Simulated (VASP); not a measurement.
# CdGe2 (Fd-3m) in VASP: a series of runs

Runs on CdGe2. Level: PBE. Tasks: single point, relaxation of cell and atoms.

Program: VASP 6.6.1. These are calculated values, not measurements. Logs are shortened: lines on timing, memory, paths and dates and some standing lists are left out, and cuts for length are marked.

## Step 1: The crystal as given

The structure is cubic, space group Fd-3m (No. 227). The conventional cell has a = 7.824 Å, b = 7.824 Å, c = 7.824 Å, α = 90.00°, β = 90.00°, γ = 90.00°. Around Cd (site symmetry -43m) lie 12 Ge at 3.24 Å and 4 Cd at 3.39 Å. Ge (site symmetry -3m) is surrounded by 6 Ge at 2.77 Å.

The cell was built by a generator and needn't be a form met in nature.

## Step 2: Single point, PBE

The input, INCAR:

```
PREC = Accurate
ENCUT = 520
EDIFF = 1E-7
ISMEAR = 0
SIGMA = 0.1
LREAL = False
LASPH = True
NELM = 100
ALGO = Normal
ISIF = 2
LWAVE = False
LCHARG = False
GGA = PE
NBANDS = 49
```

The input, KPOINTS:

```
regular mesh
0
Gamma
  4 4 4
```

The input, POSCAR:

```
CdGe2
1.0
    0.0000000000      3.9118088619      3.9118088619
    3.9118088619      0.0000000000      3.9118088619
    3.9118088619      3.9118088619      0.0000000000
Cd Ge
2 4
Direct
    0.0000000000      0.0000000000      0.0000000000
    0.2500000000      0.2500000000      0.2500000000
    0.6250000000      0.6250000000      0.6250000000
    0.1250000000      0.6250000000      0.6250000000
    0.6250000000      0.6250000000      0.1250000000
    0.6250000000      0.1250000000      0.6250000000
```

Potentials or basis: VASP PAW PBE potentials, release 64 (Cd, Ge_d).

Launch:

```console
cat potpaw_PBE.64/Cd/POTCAR potpaw_PBE.64/Ge_d/POTCAR > POTCAR
mpirun -np 1 vasp_std > vasp.out
```

OUTCAR:

```text
PREC = Accurate
   ENCUT = 520
   EDIFF = 1E-7
   ISMEAR = 0
   LREAL = False
   LASPH = True
   NELM = 100
   ISIF = 2
   GGA = PE

 ion  position               nearest neighbor table
   1  0.000  0.000  0.000-   5 3.24   6 3.24   4 3.24   5 3.24   4 3.24   6 3.24   3 3.24   3 3.24
                             3 3.24   5 3.24   4 3.24   6 3.24   2 3.39   2 3.39   2 3.39   2 3.39
   2  0.250  0.250  0.250-   4 3.24   6 3.24   4 3.24   5 3.24   5 3.24   6 3.24   3 3.24   3 3.24
                             3 3.24   5 3.24   6 3.24   4 3.24   1 3.39   1 3.39   1 3.39   1 3.39
   3  0.625  0.625  0.625-   4 2.77   5 2.77   6 2.77   5 2.77   6 2.77   4 2.77   1 3.24   2 3.24
                             1 3.24   2 3.24   1 3.24   2 3.24
   4  0.125  0.625  0.625-   3 2.77   5 2.77   6 2.77   3 2.77   5 2.77   6 2.77   2 3.24   1 3.24
                             2 3.24   1 3.24   1 3.24   2 3.24
   5  0.625  0.625  0.125-   3 2.77   3 2.77   4 2.77   6 2.77   6 2.77   4 2.77   1 3.24   2 3.24
                             1 3.24   2 3.24   1 3.24   2 3.24
   6  0.625  0.125  0.625-   3 2.77   5 2.77   3 2.77   4 2.77   5 2.77   4 2.77   1 3.24   2 3.24
                             1 3.24   2 3.24   1 3.24   2 3.24

  LATTYP: Found a face centered cubic cell.
 ALAT       =     7.8236177238

  Lattice vectors:

 A1 = (   0.0000000000,   3.9118088619,   3.9118088619)
 A2 = (   3.9118088619,   0.0000000000,   3.9118088619)
 A3 = (   3.9118088619,   3.9118088619,   0.0000000000)

Analysis of symmetry for initial positions (statically):
=====================================================================
 Subroutine PRICEL returns:
 Original cell was already a primitive cell.

 Routine SETGRP: Setting up the symmetry group for a
 face centered cubic supercell.

 Subroutine GETGRP returns: Found 48 space group operations
 (whereof 24 operations were pure point group operations)
 out of a pool of 48 trial point group operations.

The static configuration has the point symmetry T_d .
 The point group associated with its full space group is O_h .

Analysis of symmetry for dynamics (positions and initial velocities):
=====================================================================
 Subroutine PRICEL returns:
 Original cell was already a primitive cell.

 Routine SETGRP: Setting up the symmetry group for a
 face centered cubic supercell.

 Subroutine GETGRP returns: Found 48 space group operations
 (whereof 24 operations were pure point group operations)
 out of a pool of 48 trial point group operations.

The dynamic configuration has the point symmetry T_d .
 The point group associated with its full space group is O_h .

 Subroutine INISYM returns: Found 48 space group operations
[... 95 lines left out ...]
   ISYM   =      2    0-nonsym 1-usesym 2-fastsym
   POTIM  = 0.5000    time-step for ionic-motion
   TEBEG  =    0.0;   TEEND  =   0.0 temperature during run
   PSTRESS=    0.0 pullay stress
   NELECT =      80.0000    total number of electrons
   NUPDOWN=      -1.0000    fix difference up-down
   EMIN   =  10.00;   EMAX   =-10.00  energy-range for DOS
   EFERMI =   0.00;   METHOD = LEGACY
   ISMEAR =     0;   SIGMA  =   0.10  broadening in eV -4-tet -1-fermi 0-gaus
   EFERMI_NEDOS =   21; number of points for ismear=-14 and -15
   IALGO  =     38    algorithm
   IMIX   =      4    mixing-type and parameters
     AMIX     =   0.40;   BMIX     =  1.00
     AMIX_MAG =   1.60;   BMIX_MAG =  1.00
  volume/ion in A,a.u.               =      19.95       134.65
  Fermi-wavevector in a.u.,A,eV,Ry     =   1.431256  2.704681 27.871434  2.048493
  Thomas-Fermi vector in A             =   2.551012
   LORBIT       =      0    0 simple, 1 ext, 2 COOP (PROOUT), +10 PAW based schemes
   GGA     = PE    functional components
   LHFCALC =     F    Hartree Fock is set to
   AEXX    =    0.0000 exact exchange contribution
   IVDW    =     0    specifies the selected vdW correction
   LEPSILON=     F    determine dielectric tensor
   LRPA    =     F    only Hartree local field effects (RPA)
 non-spin polarized calculation
 Gauss-broadening in eV      SIGMA  =   0.10
  energy-cutoff  :      520.00
  volume of cell :      119.72
 maximum number of plane-waves:      3250
 NGX is ok and might be reduce to    42
   NGX = 21   NGY = 21   NGZ = 21

 number of electron      79.9999987 magnetization

 Free energy of the ion-electron system (eV)
  ---------------------------------------------------
  ext. energy  EPLUGINS =         0.00000000
  ---------------------------------------------------
  free energy    TOTEN  =       -16.99660924 eV

  energy without entropy =      -16.96162832  energy(sigma->0) =      -16.97911878

 E-fermi :   5.6593     XC(G=0): -11.1145

 val. band max:        5.6558120268   @ k =   0.5000   0.2500   0.0000
 cond. band min:       5.6839112353   @ k =   0.5000   0.0000   0.0000
 fundamental gap:      0.0280992085
 Fermi energy:         5.6593361201

 k-point     1 :       0.0000    0.0000    0.0000
  band No.  band energies     occupation
      1     -19.5502      2.00000
      2     -19.4991      2.00000
      3     -19.4991      2.00000
      4     -19.4969      2.00000
      5     -19.4969      2.00000
      6     -19.4969      2.00000
[... 405 lines left out ...]
     48       9.7581      0.00000
     49      10.5739      0.00000

------------------------ aborting loop because EDIFF is reached ----------------------------------------

  FORCE on cell =-STRESS in cart. coord.  units (eV):
  Direction    XX          YY          ZZ          XY          YZ          ZX
  --------------------------------------------------------------------------------------
  -------------------------------------------------------------------------------------
  Total        5.3620507      5.3620507      5.3620507      0.0000000      0.0000000      0.0000000
  in kB       71.7593711     71.7593711     71.7593711      0.0000000      0.0000000      0.0000000
  external PRESSURE =      71.7593711 kB  Pullay stress =       0.0000000 kB

 VOLUME and BASIS-vectors are now :
 -----------------------------------------------------------------------------
  energy-cutoff  :      520.00
  volume of cell :      119.72
      direct lattice vectors                 reciprocal lattice vectors
     0.000000000  3.911808862  3.911808862    -0.127818106  0.127818106  0.127818106
     3.911808862  0.000000000  3.911808862     0.127818106 -0.127818106  0.127818106
     3.911808862  3.911808862  0.000000000     0.127818106  0.127818106 -0.127818106

 POSITION                                       TOTAL-FORCE (eV/Angst)
 -----------------------------------------------------------------------------------
      0.00000      0.00000      0.00000         0.000000      0.000000      0.000000
      1.95590      1.95590      1.95590        -0.000000     -0.000000     -0.000000
      4.88976      4.88976      4.88976        -0.000000     -0.000000      0.000000
      4.88976      2.93386      2.93386        -0.000000     -0.000000      0.000000
      2.93386      2.93386      4.88976        -0.000000     -0.000000      0.000000
      2.93386      4.88976      2.93386        -0.000000     -0.000000      0.000000
 -----------------------------------------------------------------------------------
    total drift:                                0.000000      0.000000      0.000000

  FREE ENERGIE OF THE ION-ELECTRON SYSTEM (eV)
  ---------------------------------------------------
  free  energy   TOTEN  =       -16.9966092378 eV

  energy  without entropy=      -16.9616283245  energy(sigma->0) =      -16.97911878
```

OSZICAR:

```text
N       E                     dE             d eps       ncg     rms          rms(c)
DAV:   1     0.938995223553E+03    0.93900E+03   -0.37338E+04  1017   0.428E+03
DAV:   2     0.147682469242E+03   -0.79131E+03   -0.75968E+03   784   0.112E+03
DAV:   3    -0.728749748990E+01   -0.15497E+03   -0.15109E+03   850   0.250E+02
DAV:   4    -0.174881163384E+02   -0.10201E+02   -0.10066E+02   871   0.714E+01
DAV:   5    -0.177348887370E+02   -0.24677E+00   -0.24632E+00   856   0.124E+01    0.512E+00
DAV:   6    -0.170271594663E+02    0.70773E+00   -0.13314E+00   895   0.928E+00    0.500E+00
DAV:   7    -0.170053136453E+02    0.21846E-01   -0.38051E-01   924   0.285E+00    0.234E+00
DAV:   8    -0.169976918937E+02    0.76218E-02   -0.33816E-02   917   0.175E+00    0.402E-01
DAV:   9    -0.169966522305E+02    0.10397E-02   -0.44716E-03   893   0.519E-01    0.622E-02
DAV:  10    -0.169966093764E+02    0.42854E-04   -0.54560E-04   870   0.184E-01    0.388E-02
DAV:  11    -0.169966055065E+02    0.38699E-05   -0.42843E-05   970   0.437E-02    0.195E-02
DAV:  12    -0.169966091805E+02   -0.36741E-05   -0.13363E-05   919   0.235E-02    0.825E-03
DAV:  13    -0.169966089713E+02    0.20927E-06   -0.15918E-06   865   0.123E-02    0.357E-03
DAV:  14    -0.169966092492E+02   -0.27792E-06   -0.21594E-07   678   0.306E-03    0.706E-04
DAV:  15    -0.169966092378E+02    0.11398E-07   -0.59401E-08   451   0.241E-03
   1 F= -.16996609E+02 E0= -.16979119E+02  d E =-.349809E-01
```

Wall time 58 s (1 thread of Intel Xeon Platinum 8375C at 2.90GHz (Ice Lake), shared host); peak memory 0.26 GiB.

Results:

```yaml
Free_energy: -16.9966 eV
Pressure: 7.2 GPa
Band_gap_on_the_k_mesh: none (metal or under the smearing width)
```

Levels at points of the mesh, in eV from the Fermi level:
| k point | band 38 | band 39 | band 40 | band 41 | band 42 | band 43 |
| --- | --- | --- | --- | --- | --- | --- |
| (0.00, 0.00, 0.00) | -3.87 | -3.39 | -1.36 | -1.36 | 0.67 | 0.75 |
| (0.50, 0.00, 0.00) | -2.01 | -1.17 | 0.02 | 0.02 | 0.28 | 0.34 |
| (0.50, 0.50, 0.00) | -0.29 | -0.26 | -0.26 | 0.37 | 0.37 | 0.78 |

(Part 1 of 2 ends here.)
